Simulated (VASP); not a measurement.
These are PBE GGA, VASP's PBE PAW potentials (set 64) (plane waves; VASP) values and carry that method's errors.

VASP ran on this input.

POSCAR:
```
KCl
6.290
  0.0000000000   0.5000000000   0.5000000000
  0.5000000000   0.0000000000   0.5000000000
  0.5000000000   0.5000000000   0.0000000000
K Cl
1 1
direct
  0.0000000000   0.0000000000   0.0000000000
  0.5000000000   0.5000000000   0.5000000000
```

**INCAR**
```
ENCUT  =  400
NELM  =  100
LCHARG  =  .FALSE.
PREC  =  Accurate
ISIF  =  2   ! forces and stress, cell fixed
LASPH  =  .TRUE.   ! aspherical one-centre terms
ALGO  =  Normal
SIGMA  =  0.05   ! width (eV)
ISMEAR  =  0   ! Gaussian
GGA  =  PE
EDIFF  =  1E-6   ! SCF stop (eV)
LREAL  =  .FALSE.   ! projection in real space or not
SYSTEM  =  KCl
LWAVE  =  .FALSE.
```

KPOINTS:
```
kpoints
0
gamma
6 6 6
```

POTCAR, in this order: K_sv Cl (PBE.64 set). Program: vasp_std.

### Question
Estimate the energy per atom (σ→0), band gap (on the k-mesh).

### Answer

```
Quantity                           Value
------------------------  --------------
energy per atom (σ→0)     -3.402 eV/atom
band gap (on the k-mesh)         5.19 eV
```

File OSZICAR:
```
...
DAV:   7    -0.678905215182E+01    0.15124E-01   -0.13655E-01   480   0.221E+00    0.158E+00
DAV:   8    -0.680166682093E+01   -0.12615E-01   -0.20105E-02   512   0.120E+00    0.183E-01
DAV:   9    -0.680244669419E+01   -0.77987E-03   -0.12144E-03   504   0.235E-01    0.103E-01
DAV:  10    -0.680313421758E+01   -0.68752E-03   -0.70169E-04   432   0.203E-01    0.117E-02
DAV:  11    -0.680314381291E+01   -0.95953E-05   -0.19187E-05   564   0.293E-02    0.516E-03
DAV:  12    -0.680314719802E+01   -0.33851E-05   -0.43496E-06   452   0.163E-02    0.223E-03
DAV:  13    -0.680314729466E+01   -0.96643E-07   -0.25610E-07   376   0.429E-03
   1 F= -.68031473E+01 E0= -.68031473E+01  d E =-.813643E-11
```

The compound is KCl in the rock salt structure. The cell was not relaxed at this level.
